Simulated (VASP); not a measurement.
Consider the following.

```yaml
crystal:
  lattice:
    - [1.98700, -3.44158, 0.00000]
    - [1.98700, 3.44158, 0.00000]
    - [0.00000, 0.00000, 5.17720]
  atoms:
    - { symbol: Ni, position: [0.00000, 0.00000, 0.50000] }
    - { symbol: Ni, position: [0.00000, 0.00000, 0.00000] }
    - { symbol: Sb, position: [0.33333, 0.66667, 0.25000] }
    - { symbol: Sb, position: [0.66667, 0.33333, 0.75000] }
```

Computed with PW91 GGA, VASP's PBE PAW potentials (set 64) (plane waves; VASP). Settings: 520 eV cut-off, 10×10×7 Γ-centred mesh, tetrahedra with Blöchl corrections, potentials Ni Sb.

The cores are frozen, which limits the accuracy of field gradients.

Task: Give the principal components of the electric field gradient (V/Å²) and the asymmetry η at each nucleus.

Result: 
| atom | Vxx | Vyy | Vzz | η |
|---|---|---|---|---|
| Ni1 | 10.3 | 10.2 | -20.5 | 0.00 |
| Ni2 | 10.3 | 10.2 | -20.5 | 0.00 |
| Sb3 | -38.1 | -38.1 | 76.2 | 0.00 |
| Sb4 | -38.1 | -38.1 | 76.2 | 0.00 |

The compound is NiSb in the NiAs type structure. It was relaxed first. The run is not spin-polarised, so no magnetic state was tried.
